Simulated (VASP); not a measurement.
Level of theory: TPSS meta-GGA, VASP's PBE PAW potentials (set 64) (plane waves; VASP). For the first row: Run with 520 eV cut-off, 9×9×9 Γ-centred mesh, first-order Methfessel-Paxton smearing of 0.10 eV, potentials Fe Ni.

```json
[
 {"system": "Ni₃Fe (L1_2)", "energy (eV/atom)": "-14.0498"},
 {"system": "Fe (bcc)", "energy (eV/atom)": "-15.9586"},
 {"system": "Ni (fcc)", "energy (eV/atom)": "-13.3057"}
]
```

The references are the elements' solids at the same level; no temperature or zero-point terms are added.

Question: What is the formation energy per atom of Ni$_{3}$Fe?

Answer: The references average (1×(-15.9586) + 3×(-13.3057))/4 = -13.9689 eV, so the formation energy is -14.0498 − (-13.9689) = -0.081 eV/atom.
